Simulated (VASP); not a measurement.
# Adsorption sites of OH on Al(111), part 6 of 8

Which site of Al(111) does OH prefer, and what does it do to the work function?

VASP 6.6.1, plane waves and PAW; the level of theory is named at each step.

So far. Step 6 (The free molecule): The run ended after 3 ionic steps, 0.001 eV below its first step, once the forces on the free atoms met EDIFFG = -0.03. Step 6 (The free molecule): Energy at zero smearing: -7.72540 eV.

### Step 9. Potential and states with the adsorbate, site ontop

Level of this step: RPBE; plane waves and PAW (Al, O, H) (VASP).

A static run like the clean slab's shows how the vacuum level shifts, by charge transfer, by any dipole of the adsorbate and by the slab's own rearrangement.

Contents of INCAR:

```
SYSTEM = Al12HO
PREC = Normal
ENCUT = 440
EDIFF = 1E-06
NELM = 120
ISMEAR = 1
SIGMA = 0.15
LREAL = Auto
ALGO = Fast
GGA = RP
NBANDS = 35
LORBIT = 11
LWAVE = .FALSE.
LCHARG = .FALSE.
KPAR = 4
IDIPOL = 3
LDIPOL = .TRUE.
DIPOL = 0.5 0.5 0.537
LVHAR = .TRUE.
LVACPOTAV = .TRUE.
NEDOS = 1500
```

Contents of POSCAR:

```
Al12HO
1.0
    5.7429020072      0.0000000000      0.0000000000
    2.8714510036      4.9734990297      0.0000000000
    0.0000000000      0.0000000000     19.6890598535
Al O H
12 1 1
Selective dynamics
Direct
    0.1666666700      0.1666666700      0.3809222000  F F F
    0.6666666700      0.1666666700      0.3809222000  F F F
    0.1666666700      0.6666666700      0.3809222000  F F F
    0.6666666700      0.6666666700      0.3809222000  F F F
    0.8352122393      0.3295755115      0.4994051991  T T T
    0.3333333300      0.3333333300      0.4966966789  T T T
    0.8352122393      0.8352122393      0.4994051991  T T T
    0.3295755115      0.8352122393      0.4994051991  T T T
    0.0000000000      0.0000000000      0.6437569790  T T T
    0.4992788214      0.0014423573      0.6131536843  T T T
    0.0014423573      0.4992788214      0.6131536843  T T T
    0.4992788214      0.4992788214      0.6131536843  T T T
    0.0000000000      0.0000000000      0.7306019800  T T T
    0.0000000000      0.0000000000      0.7791882156  T T T
```

Contents of KPOINTS:

```
Automatic mesh
0
Gamma
6 6 1
0 0 0
```

Potentials, in the order of the species: Al, O and H (PBE family, release 64).

The run is started by

```bash
$ mpirun -np 4 vasp_std
```

Log:

```text
[... set-up lines as in an earlier step ...]
 entering main loop
       N       E                     dE             d eps       ncg     rms          rms(c)
DAV:   1     0.161727385154E+03    0.16173E+03   -0.12468E+04   490   0.775E+02
DAV:   2    -0.297943662264E+02   -0.19152E+03   -0.18132E+03   654   0.154E+02
DAV:   3    -0.541182779033E+02   -0.24324E+02   -0.23813E+02   649   0.525E+01
DAV:   4    -0.547975442167E+02   -0.67927E+00   -0.67834E+00   644   0.105E+01
DAV:   5    -0.548312837654E+02   -0.33740E-01   -0.33735E-01   780   0.229E+00    0.109E+01
RMM:   6    -0.509734098002E+02    0.38579E+01   -0.13799E+01   569   0.114E+01    0.453E+00
RMM:   7    -0.509762678902E+02   -0.28581E-02   -0.17285E+00   603   0.418E+00    0.292E+00
RMM:   8    -0.508313358268E+02    0.14493E+00   -0.47020E-01   650   0.203E+00    0.240E+00
RMM:   9    -0.505815569396E+02    0.24978E+00   -0.27636E-01   564   0.191E+00    0.480E-01
RMM:  10    -0.505614016975E+02    0.20155E-01   -0.71581E-02   630   0.833E-01    0.270E-01
RMM:  11    -0.505469541559E+02    0.14448E-01   -0.39694E-02   622   0.611E-01    0.227E-01
RMM:  12    -0.505417674762E+02    0.51867E-02   -0.12788E-02   666   0.360E-01    0.737E-02
RMM:  13    -0.505411417755E+02    0.62570E-03   -0.65887E-03   651   0.275E-01    0.995E-02
RMM:  14    -0.505408854080E+02    0.25637E-03   -0.26861E-03   630   0.186E-01    0.225E-02
RMM:  15    -0.505408466360E+02    0.38772E-04   -0.10000E-03   628   0.112E-01    0.302E-02
RMM:  16    -0.505417335614E+02   -0.88693E-03   -0.26074E-04   623   0.589E-02    0.987E-03
RMM:  17    -0.505426441484E+02   -0.91059E-03   -0.17351E-04   616   0.442E-02    0.994E-03
RMM:  18    -0.505430800089E+02   -0.43586E-03   -0.12412E-04   613   0.272E-02    0.310E-03
RMM:  19    -0.505431547077E+02   -0.74699E-04   -0.41010E-05   610   0.162E-02    0.304E-03
RMM:  20    -0.505431683976E+02   -0.13690E-04   -0.89284E-06   573   0.809E-03    0.358E-03
RMM:  21    -0.505431711665E+02   -0.27688E-05   -0.12668E-06   462   0.420E-03    0.301E-03
RMM:  22    -0.505431751744E+02   -0.40079E-05   -0.11420E-06   439   0.384E-03    0.135E-03
RMM:  23    -0.505431760355E+02   -0.86111E-06   -0.31885E-07   401   0.232E-03
 [... a notice as in an earlier step ...]

   1 F= -.50543176E+02 E0= -.50539112E+02  d E =-.121927E-01
```

Run time: 63 s. Hardware: 4 MPI ranks of Intel Xeon Platinum 8175M at 2.50GHz (Skylake/Cascade Lake), shared host; peak memory 1.4 GiB.

From OUTCAR (step 9):

```text
   NELECT =      43.0000    total number of electrons

 dipolmoment           0.000000      0.000000     -0.059938 electrons x Angstroem

 E-fermi :   0.5892

 k-point     1 :       0.0000    0.0000    0.0000
  band No.  band energies     occupation
    ...
     22       0.1876      2.00101
     23       0.3474      2.04503
     24       0.4877      1.90323
     25       0.4877      1.90312
     26       0.5945      0.94110
     27       1.3983     -0.00000
     28       3.1262     -0.00000
     29       3.1262     -0.00000
     30       3.2152     -0.00000
     31       3.3123     -0.00000
    ...

  Total       -3.5732376     -3.5732376      0.2175207      0.0000000     -0.0000000      0.0000000
  in kB      -10.1801472    -10.1801472      0.6197159      0.0000000     -0.0000000      0.0000000
  external PRESSURE =      -6.5801928 kB  Pullay stress =       0.0000000 kB

 POSITION                                       TOTAL-FORCE (eV/Angst)
 -----------------------------------------------------------------------------------
      1.43573      0.82892      7.50000        -0.044034     -0.025423     -0.050201
      4.30718      0.82892      7.50000         0.044034     -0.025423     -0.050201
      2.87145      3.31567      7.50000        -0.000000      0.050846     -0.050201
      5.74290      3.31567      7.50000        -0.000000     -0.000000      0.080548
      5.74290      1.63914      9.83282        -0.000000     -0.007135     -0.002821
      2.87145      1.65783      9.77949        -0.000000     -0.000000      0.033579
      7.19481      4.15393      9.83282         0.006179      0.003568     -0.002821
      4.29099      4.15393      9.83282        -0.006179      0.003568     -0.002821
      0.00000      0.00000     12.67497        -0.000000     -0.000000     -0.021034
      2.87145      0.00717     12.07242         0.000000      0.001121     -0.001175
      1.44194      2.48316     12.07242         0.000971     -0.000561     -0.001175
      4.30096      2.48316     12.07242        -0.000971     -0.000561     -0.001175
      0.00000      0.00000     14.38487        -0.000000     -0.000000      0.000103
      0.00000      0.00000     15.34148        -0.000000     -0.000000      0.069392
 -----------------------------------------------------------------------------------
    total drift:                                0.000081      0.000047      0.010456

  FREE ENERGIE OF THE ION-ELECTRON SYSTEM (eV)
  ---------------------------------------------------
  free  energy   TOTEN  =       -50.5431760355 eV

  energy  without entropy=      -50.5309832994  energy(sigma->0) =      -50.53911179

 vacuum level on the upper side and lower side of the slab         4.067         4.444

[... 8 parts as in an earlier step ...]

[... 9 further parts left out ...]
```

This step gave:

* electronic cycles: 23
* electrons: 43
* free energy (TOTEN): -50.5432 eV
* energy at zero smearing: -50.5391 eV
* Fermi energy: 0.5892 eV
* dipole moment: 0, 0, -0.05994 e·Å
* vacuum levels: 4.067, 4.444 eV
* work functions of the upper and lower face: 3.478, 3.855 eV

Zero at the Fermi level. Table of planar average of the electrostatic potential by height:

```csv
height (Å),planar average of the electrostatic potential (eV)
0.0,3.48
0.5,3.56
1.0,3.86
1.5,3.86
2.0,3.86
2.5,3.86
3.0,3.86
3.5,3.85
4.0,3.85
4.5,3.83
5.0,3.76
5.5,3.52
6.0,2.66
6.5,-0.158
7.0,-8.68
7.5,-17.9
8.0,-8.71
8.5,-1.04
9.0,-2.41
9.5,-13.5
10.0,-16.5
10.5,-4.55
11.0,-0.547
11.5,-4.92
12.0,-14.3
12.5,-12.2
13.0,-4.05
13.5,1.53
14.0,2.51
14.5,2.16
15.0,3.46
15.5,3.17
16.0,3.41
16.5,3.47
17.0,3.48
17.5,3.48
18.0,3.48
18.5,3.48
19.0,3.48
19.5,3.48
```

Density of states in the PAW spheres, an atom over height of the layer and energy from the Fermi level.

Ten even steps from '0' (0.00 states/eV) to '9' (2.05 states/eV), each cell a mean:
```
000000
000000
000000
000000
000000
000000
000000
000020
000020
000090
000090
000020
000010
000000
000000
000000
000000
000000
000000
000000
000000
000000
```
Columns: height of the layer (Å) from 7.5 to 15.3 (not evenly spaced); rows upwards: energy from the Fermi level (eV) from -7.9 to 0.5.

Force by atom:

```csv
atom,x (eV/Å),y (eV/Å),z (eV/Å),size
Al1,-0.0440,-0.0254,-0.0502,0.0715
Al2,0.0440,-0.0254,-0.0502,0.0715
Al3,0.0000,0.0508,-0.0502,0.0715
Al4,0.0000,0.0000,0.0805,0.0805
Al5,0.0000,-0.0071,-0.0028,0.0077
Al6,0.0000,0.0000,0.0336,0.0336
Al7,0.0062,0.0036,-0.0028,0.0077
Al8,-0.0062,0.0036,-0.0028,0.0077
Al9,0.0000,0.0000,-0.0210,0.0210
Al10,0.0000,0.0011,-0.0012,0.0016
Al11,0.0010,-0.0006,-0.0012,0.0016
Al12,-0.0010,-0.0006,-0.0012,0.0016
O13,0.0000,0.0000,0.0001,0.0001
H14,0.0000,0.0000,0.0694,0.0694
```

The map of layer states is cut here 0.5 eV above the Fermi level, so it leaves out the states above that.

At the end the adsorbate's closest contact with the slab is O-Al at 1.71 Å, nearly straight above the slab's atom, and its lowest atom lies 1.71 Å above the highest atom of the slab.

The vacuum level lies 3.48 eV above the Fermi level at the upper face; the two faces differ by 0.38 eV, the step that the slab's dipole of -0.060 e·Å makes.

VASP counts the dipole in electrons times Å, so a positive number points the physical dipole along −c.

The program warns that it found no field-free vacuum at its default tolerance, so these levels carry more doubt.

On this mesh the fine structure of the density of states is sampling noise, and high empty states may be cut by the number of bands.

### Step 10. Relaxing the adsorbate, site bridge

Contents of INCAR:

```
SYSTEM = Al12HO
PREC = Normal
ENCUT = 440
EDIFF = 1E-05
NELM = 120
ISMEAR = 1
SIGMA = 0.15
LREAL = Auto
ALGO = Fast
GGA = RP
NBANDS = 35
LORBIT = 11
LWAVE = .FALSE.
LCHARG = .FALSE.
KPAR = 4
IBRION = 2
NSW = 50
ISIF = 2
EDIFFG = -0.03
POTIM = 0.4
MAXMIX = 40
IDIPOL = 3
LDIPOL = .TRUE.
DIPOL = 0.5 0.5 0.528
```

Contents of POSCAR:

```
Al12HO
1.0
    5.7429020072      0.0000000000      0.0000000000
    2.8714510036      4.9734990297      0.0000000000
    0.0000000000      0.0000000000     19.6890598535
Al O H
12 1 1
Selective dynamics
Direct
    0.1666666700      0.1666666700      0.3809222000  F F F
    0.6666666700      0.1666666700      0.3809222000  F F F
    0.1666666700      0.6666666700      0.3809222000  F F F
    0.6666666700      0.6666666700      0.3809222000  F F F
    0.8333333300      0.3333333300      0.4978482100  T T T
    0.3333333300      0.3333333300      0.4978482100  T T T
    0.8333333300      0.8333333300      0.4978482100  T T T
    0.3333333300      0.8333333300      0.4978482100  T T T
    0.0000000000      0.0000000000      0.6150397400  T T T
    0.5000000000      0.0000000000      0.6150397400  T T T
    0.0000000000      0.5000000000      0.6150397400  T T T
    0.5000000000      0.5000000000      0.6150397400  T T T
    0.2500000000      0.0000000000      0.6861452200  T T T
    0.2500000000      0.0000000000      0.7359190500  T T T
```

KPOINTS is that of step 9.

The run is started by

```bash
$ mpirun -np 4 vasp_std
```

Log:

```text
[... set-up lines as in an earlier step ...]
 entering main loop
       N       E                     dE             d eps       ncg     rms          rms(c)
DAV:   1     0.168903312509E+03    0.16890E+03   -0.12405E+04   910   0.772E+02
DAV:   2    -0.274268641713E+02   -0.19633E+03   -0.18682E+03  1237   0.157E+02
DAV:   3    -0.535338002125E+02   -0.26107E+02   -0.25471E+02  1276   0.547E+01
DAV:   4    -0.543989480275E+02   -0.86515E+00   -0.86351E+00  1140   0.114E+01
[...]
RMM:  19    -0.504686067340E+02   -0.22518E-03   -0.88597E-05   794   0.222E-02    0.487E-03
RMM:  20    -0.504686615541E+02   -0.54820E-04   -0.25891E-05   703   0.115E-02    0.269E-03
RMM:  21    -0.504686697315E+02   -0.81773E-05   -0.48093E-06   595   0.661E-03
   1 F= -.50468670E+02 E0= -.50465628E+02  d E =-.504687E+02
[... from here on, the cycles between the ionic steps are left out ...]
   2 F= -.50523103E+02 E0= -.50519733E+02  d E =-.544337E-01
   5 F= -.50630648E+02 E0= -.50625002E+02  d E =-.182947E-01
   9 F= -.50645092E+02 E0= -.50639579E+02  d E =-.103714E-02
  13 F= -.50651771E+02 E0= -.50646544E+02  d E =-.771588E-02
  17 F= -.50656205E+02 E0= -.50651003E+02  d E =-.221992E-02
  21 F= -.50663924E+02 E0= -.50658849E+02  d E =-.993960E-02
  25 F= -.50669444E+02 E0= -.50664138E+02  d E =-.383504E-02
  29 F= -.50675006E+02 E0= -.50669301E+02  d E =-.163045E-02
  33 F= -.50688222E+02 E0= -.50681915E+02  d E =-.587447E-02
  37 F= -.50691277E+02 E0= -.50685051E+02  d E =-.238124E-02
  41 F= -.50693479E+02 E0= -.50687383E+02  d E =-.312031E-03
  45 F= -.50695456E+02 E0= -.50689442E+02  d E =-.139374E-02
  49 F= -.50700573E+02 E0= -.50694627E+02  d E =-.651103E-02
  50 F= -.50701304E+02 E0= -.50695387E+02  d E =-.731219E-03
 trial-energy change:   -0.000731  1 .order   -0.000739   -0.001019   -0.000459
 step:   0.5231(harm=  0.5231)  dis= 0.00625  next Energy=   -50.701500 (dE=-0.927E-03)
```

The job ended after 24 min (4 MPI ranks; peak memory 1.7 GiB).

Parts of OUTCAR (step 10):

```text
 dipolmoment           0.000000      0.000000     -0.178370 electrons x Angstroem

 k-point     1 :       0.0000    0.0000    0.0000
  band No.  band energies     occupation
    ...
     19      -1.6623      2.00000
     20      -1.1758      2.00000
     21       0.4051      2.00000
     22       0.5487      2.00111
     23       0.5992      2.00495
     24       1.1328     -0.07088
     25       1.2476     -0.01595
     26       1.3632     -0.00063
     27       1.6858     -0.00000
     28       2.9923     -0.00000
    ...

  Total       -2.5924141      0.0153115     -0.6248351      0.0000000     -0.2543464      0.0000000
  in kB       -7.3857827      0.0436225     -1.7801540      0.0000000     -0.7246323      0.0000000
  external PRESSURE =      -3.0407714 kB  Pullay stress =       0.0000000 kB

 POSITION                                       TOTAL-FORCE (eV/Angst)
 -----------------------------------------------------------------------------------
      1.43573      0.82892      7.50000        -0.000000     -0.005424      0.140537
      4.30718      0.82892      7.50000         0.000000      0.061080     -0.087984
      2.87145      3.31567      7.50000         0.089460     -0.038824      0.019686
      5.74290      3.31567      7.50000        -0.089460     -0.038824      0.019686
      5.75552      1.60899      9.82921        -0.002242      0.002046      0.019028
      2.85884      1.60899      9.82921         0.002242      0.002046      0.019028
      7.17863      4.12554      9.76312         0.000000      0.030998     -0.010492
      4.30718      4.10596      9.89585         0.000000      0.022353      0.013890
      5.73052      0.00857     12.19909        -0.040825     -0.023409     -0.047180
      2.88384      0.00857     12.19909         0.040825     -0.023409     -0.047180
      7.17863      2.66691     12.04033         0.000000      0.050319     -0.022321
      4.30718      2.37381     12.08074         0.000000      0.061770     -0.083252
      1.43573      0.32928     13.49721        -0.000000     -0.040796      0.058702
      4.30718      4.80065     14.33869         0.000000     -0.059927      0.007852
 -----------------------------------------------------------------------------------
    total drift:                               -0.000151     -0.010520     -0.003393

  FREE ENERGIE OF THE ION-ELECTRON SYSTEM (eV)
  ---------------------------------------------------
  free  energy   TOTEN  =       -50.7013042855 eV

  energy  without entropy=      -50.6835519024  energy(sigma->0) =      -50.69538682

 vacuum level on the upper side and lower side of the slab         3.604         4.742

[... 4 parts as in an earlier step ...]

[... 15 further parts left out ...]
[key lines of the parts left out:]
E-fermi :   0.9475
```

CONTCAR:

```
Al12HO
   1.00000000000000
     5.7429020071999997    0.0000000000000000    0.0000000000000000
     2.8714510035999998    4.9734990297000001    0.0000000000000000
     0.0000000000000000    0.0000000000000000   19.6890598535000017
  Al              O               H
    12     1     1
Selective dynamics
Direct
     0.1666666699999979    0.1666666699999979    0.3809222000000005   F   F   F
     0.6666666699999979    0.1666666699999979    0.3809222000000005   F   F   F
     0.1666666699999979    0.6666666699999979    0.3809222000000005   F   F   F
     0.6666666699999979    0.6666666699999979    0.3809222000000005   F   F   F
     0.8404401434025426    0.3235126519310729    0.4992221113845487   T   T   T
     0.3360471946663907    0.3235126519310729    0.4992221113845487   T   T   T
     0.8352476852688104    0.8295046194623856    0.4958654460102507   T   T   T
     0.3372157424734836    0.8255685050530390    0.5026065438209256   T   T   T
     0.9969822110610130    0.0017221805286326    0.6195870108919992   T   T   T
     0.5012956084103549    0.0017221805286326    0.6195870108919992   T   T   T
     0.9818879786618318    0.5362240426763359    0.6115239310163982   T   T   T
     0.5113541679312716    0.4772916641374571    0.6135764400866726   T   T   T
     0.2168961852971056    0.0662076294057889    0.6855184024688034   T   T   T
     0.2673773958032398    0.9652452083935205    0.7282568764343743   T   T   T
```

The steps of the relaxation (22 of 50):

```csv
step,energy less that of the first step (eV),largest force (eV/Å)
1,0.0000,0.7845
3,-0.1406,0.3615
6,-0.1625,0.7501
8,-0.1754,0.1628
10,-0.1792,0.1444
13,-0.1831,0.1693
15,-0.1853,0.3520
17,-0.1875,0.3146
20,-0.1936,0.2344
22,-0.1967,0.1681
24,-0.1980,0.2801
27,-0.2018,0.3574
29,-0.2063,0.1288
31,-0.2137,0.1596
34,-0.2202,0.3178
36,-0.2226,0.0842
38,-0.2230,0.0772
41,-0.2248,0.1549
43,-0.2254,0.1223
45,-0.2268,0.0990
48,-0.2312,0.3085
50,-0.2326,0.1037
```

The atoms that moved most (Å):

```csv
atom,dx,dy,dz,length
O13,0.000,0.329,-0.012,0.330
H14,0.000,-0.173,-0.151,0.229
Al11,0.000,0.180,-0.069,0.193
Al12,0.000,-0.113,-0.029,0.117
Al8,0.000,-0.039,0.094,0.101
Al10,0.012,0.009,0.090,0.091
Al9,-0.012,0.009,0.090,0.091
Al5,0.013,-0.049,0.027,0.057
```

Final coordinates:

```xyz
14
Lattice="5.7429 0.0000 0.0000 2.8715 4.9735 0.0000 0.0000 0.0000 19.6891" Properties=species:S:1:pos:R:3
Al    1.4357    0.8289    7.5000
Al    4.3072    0.8289    7.5000
Al    2.8715    3.3157    7.5000
Al    5.7429    3.3157    7.5000
Al    5.7555    1.6090    9.8292
Al    2.8588    1.6090    9.8292
Al    7.1786    4.1255    9.7631
Al    4.3072    4.1060    9.8958
Al   -0.0124    0.0086   12.1991
Al    2.8838    0.0086   12.1991
Al    1.4357    2.6669   12.0403
Al    4.3072    2.3738   12.0807
O     1.4357    0.3293   13.4972
H     1.4357   -0.1729   14.3387
```

The run used up its steps with a largest force of 0.10 eV/Å at its last finished step, so it is continued.

[end of part 6 of 8]

[Lines on the potential files, build, host, timing and source positions are cut from VASP's logs without a mark.]

[Logs are printed without paths, hosts, clocks, repeated set-up lines and the standing remarks that a program may print on its own settings, such as how far it seeks lower states.]

[Hosts, paths, dates, database ids (printed as entryN), source tags and the programs' standing remarks are cut or masked in the printed files.]

[Runs that stopped without an error message from VASP are left out.]
